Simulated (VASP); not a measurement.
Given:

```xyz
2
Lattice="3.2385 0.0000 0.0000 0.0000 3.2385 0.0000 0.0000 0.0000 3.2385" Properties=species:S:1:pos:R:3 pbc="T T T"
Mg     1.6193     1.6193     1.6193
Au     0.0000     0.0000     0.0000
```

These are PBEsol GGA, VASP's PBE PAW potentials (set 64) (plane waves; VASP) values and carry that method's errors. Run with 300 eV cut-off, 7×7×7 Γ-centred mesh, Gaussian smearing of 0.10 eV, potentials Mg Au.

Task: Give the energies of bands 1 to 9 at the high-symmetry points, in eV from the Fermi level.

Result: 
```tsv
band	Γ	X	M	R
1	-9.38	-7.09	-6.57	-6.09
2	-6.00	-5.70	-5.85	-6.09
3	-6.00	-4.88	-4.77	-6.09
4	-4.16	-4.88	-4.77	-3.36
5	-4.16	-4.43	-3.40	-3.36
6	-4.16	-4.07	-1.47	1.86
7	5.39	-2.63	-1.47	1.86
8	5.39	7.41	-0.66	1.86
9	5.39	8.53	4.04	2.56
```

It has no gap at this level: it comes out as a metal or semimetal.

The structure comes from a computed database's MgAu entry (Pm-3m); how it stands against other phases isn't given here. The cell was not relaxed at this level. The electron count is odd and the run is not spin-polarised, which forces a metal.
